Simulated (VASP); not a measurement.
Here is the system:

```
CELL_PARAMETERS angstrom
     -1.39216     1.39216     1.39216
      1.39216    -1.39216     1.39216
      1.39216     1.39216    -1.39216
ATOMIC_POSITIONS crystal
  Fe 0.00000 0.00000 0.00000
```
Starting moments (μB, in the order of the record's atoms Fe): 2.1.

Method: AM05 GGA, VASP's PBE PAW potentials (set 64) (plane waves; VASP 6.6.1). Run with 520 eV cut-off, Gaussian smearing of 0.050 eV, potentials Fe.

Question: Give the spin-up energies of bands 1 to 6 at the high-symmetry points, in eV from the Fermi level.

Answer: 
```json
[
 {"band": "1", "Γ": "-8.88", "H": "-5.17", "N": "-5.28", "P": "-3.49"},
 {"band": "2", "Γ": "-2.46", "H": "-5.17", "N": "-3.65", "P": "-3.49"},
 {"band": "3", "Γ": "-2.46", "H": "0.16", "N": "-0.98", "P": "-3.49"},
 {"band": "4", "Γ": "-2.46", "H": "0.16", "N": "-0.81", "P": "-0.77"},
 {"band": "5", "Γ": "-1.02", "H": "0.16", "N": "0.34", "P": "-0.77"},
 {"band": "6", "Γ": "-1.02", "H": "10.18", "N": "0.46", "P": "8.87"}
]
```

Question: Give the spin-down energies of bands 1 to 6 at the high-symmetry points, in eV from the Fermi level.

Answer: 
```json
[
 {"band": "1", "Γ": "-8.53", "H": "-3.48", "N": "-3.96", "P": "-2.03"},
 {"band": "2", "Γ": "-0.52", "H": "-3.48", "N": "-1.90", "P": "-2.03"},
 {"band": "3", "Γ": "-0.52", "H": "2.38", "N": "0.67", "P": "-2.03"},
 {"band": "4", "Γ": "-0.52", "H": "2.38", "N": "1.38", "P": "1.80"},
 {"band": "5", "Γ": "1.47", "H": "2.38", "N": "1.75", "P": "1.80"},
 {"band": "6", "Γ": "1.47", "H": "10.61", "N": "2.71", "P": "9.93"}
]
```

It has no gap at this level: it comes out as a metal or semimetal.

The compound is Fe in the bcc structure. It was relaxed first, which changed the volume by -9 %.
